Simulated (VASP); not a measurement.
Level of theory: PBEsol GGA, VASP's PBE PAW potentials (set 64) (plane waves; VASP).

VASP ran on this input.

**KPOINTS**
```
K-points
0
G
15 15 13
0 0 0
```

**INCAR**
```
IBRION = 2   # conjugate gradients
ENCUT = 620
EDIFF = 1E-6
PSTRESS = 100
LREAL = .False.   # projection in real space or not
NELM = 100
LMAXMIX = 6
LASPH = .True.
EDIFFG = -0.02
PREC = Accurate
NSW = 40   # most ionic steps
GGA = PS
SIGMA = 0.1
LWAVE = .False.
LCHARG = .False.
ISMEAR = 1
ALGO = Normal
ISIF = 3
SYSTEM = WC
```

### POSCAR
```
WC
1
    1.4383484670    -2.4912927006    -0.0000000000
    1.4383484670     2.4912927006     0.0000000000
    0.0000000000     0.0000000000     2.8134069152
W C
1 1
Direct
  0.0000000000   0.0000000000   1.0000000000
  0.3333330000   0.6666670000   0.5000000000
```

POTCAR, in this order: W_sv C (PBE.64 set). Program: vasp_std.

Output

File OSZICAR:
```
       N       E                     dE             d eps       ncg     rms          rms(c)
DAV:   1     0.121300589165E+03    0.12130E+03   -0.10867E+04  4914   0.175E+03
DAV:   2    -0.223573650400E+02   -0.14366E+03   -0.13963E+03  5614   0.414E+02
DAV:   3    -0.267397302691E+02   -0.43824E+01   -0.43443E+01  5970   0.651E+01
DAV:   4    -0.267851233670E+02   -0.45393E-01   -0.45366E-01  5415   0.686E+00
DAV:   5    -0.267854764845E+02   -0.35312E-03   -0.35311E-03  5794   0.631E-01    0.351E+01
DAV:   6    -0.239877881348E+02    0.27977E+01   -0.85111E+00  5554   0.306E+01    0.101E+01
DAV:   7    -0.239190786709E+02    0.68709E-01   -0.33960E-01  5114   0.541E+00    0.661E+00
DAV:   8    -0.238881340389E+02    0.30945E-01   -0.62075E-02  5494   0.224E+00    0.789E-01
DAV:   9    -0.238872385133E+02    0.89553E-03   -0.34150E-03  5314   0.441E-01    0.136E-01
DAV:  10    -0.238871183831E+02    0.12013E-03   -0.25297E-04  5629   0.223E-01    0.582E-02
DAV:  11    -0.238871173758E+02    0.10073E-05   -0.17958E-05  5484   0.413E-02    0.935E-03
DAV:  12    -0.238871165414E+02    0.83444E-06   -0.34893E-06  5024   0.169E-02
   1 F= -.22628652E+02 E0= -.22628615E+02  d E =-.226287E+02
       N       E                     dE             d eps       ncg     rms          rms(c)
DAV:   1    -0.238852433002E+02    0.18741E-02   -0.15853E-02  5024   0.184E+00    0.359E-01
DAV:   2    -0.238847355732E+02    0.50773E-03   -0.14634E-03  5069   0.481E-01    0.782E-02
DAV:   3    -0.238846541552E+02    0.81418E-04   -0.13101E-04  5404   0.110E-01    0.255E-02
DAV:   4    -0.238846388279E+02    0.15327E-04   -0.38431E-05  5484   0.699E-02    0.267E-02
DAV:   5    -0.238846395510E+02   -0.72302E-06   -0.22865E-06  3867   0.177E-02
   2 F= -.22628585E+02 E0= -.22628544E+02  d E =0.677992E-04
       N       E                     dE             d eps       ncg     rms          rms(c)
DAV:   1    -0.238867961187E+02   -0.21573E-02   -0.84309E-03  5024   0.134E+00    0.261E-01
DAV:   2    -0.238865281212E+02    0.26800E-03   -0.78431E-04  5074   0.351E-01    0.571E-02
DAV:   3    -0.238864837392E+02    0.44382E-04   -0.69572E-05  5369   0.798E-02    0.186E-02
DAV:   4    -0.238864744016E+02    0.93377E-05   -0.20492E-05  5474   0.510E-02    0.193E-02
DAV:   5    -0.238864737036E+02    0.69799E-06   -0.11980E-06  3112   0.129E-02
   3 F= -.22628664E+02 E0= -.22628625E+02  d E =-.113687E-04
```

OUTCAR:
```
------------------------ aborting loop because EDIFF is reached ----------------------------------------
  FORCE on cell =-STRESS in cart. coord.  units (eV):
  Direction    XX          YY          ZZ          XY          YZ          ZX
  --------------------------------------------------------------------------------------
  Total        1.2654823      1.2654824      1.2567150      0.0000000      0.0000000      0.0000000
  in kB      100.6099844    100.6099907     99.9129550      0.0000000      0.0000000      0.0000000
  external PRESSURE =       0.3776434 kB  Pullay stress =     100.0000000 kB
  volume of cell :       20.15
      direct lattice vectors                 reciprocal lattice vectors
     1.438233436 -2.491093463  0.000000000     0.347648711 -0.200715070  0.000000000
     1.438233436  2.491093463  0.000000000     0.347648711  0.200715070  0.000000000
    -0.000000000  0.000000000  2.812394197    -0.000000000 -0.000000000  0.355568932
 POSITION                                       TOTAL-FORCE (eV/Angst)
 -----------------------------------------------------------------------------------
     -0.00000      0.00000      2.81239         0.000000     -0.000000      0.000000
      1.43823      0.83037      1.40620        -0.000000      0.000000     -0.000000
 -----------------------------------------------------------------------------------
    total drift:                               -0.000000     -0.000374      0.000000
  FREE ENERGIE OF THE ION-ELECTRON SYSTEM (eV)
  ---------------------------------------------------
  free  energy   TOTEN  =       -23.8864737036 eV

  energy  without entropy=      -23.8863575544  energy(sigma->0) =      -23.88643499
  enthalpy is  TOTEN    =       -22.6286638008 eV   P V=        1.2578099028

 reached required accuracy - stopping structural energy minimisation
```
(Selected blocks of OUTCAR.)

### CONTCAR
```
WC
   1.00000000000000
     1.4382334364395271   -2.4910934630715866    0.0000000000000000
     1.4382334364395271    2.4910934630715866    0.0000000000000000
    -0.0000000000000000    0.0000000000000000    2.8123941969588393
  W               C
     1     1
Direct
     0.0000000000000000    0.0000000000000000    1.0000000000000000
     0.3333330000000032    0.6666669999999968    0.5000000000000000
```

The compound is WC in the wc structure. This run relaxes it under an external pressure of 10 GPa. Symmetry was kept, so distortions that lower it aren't found.
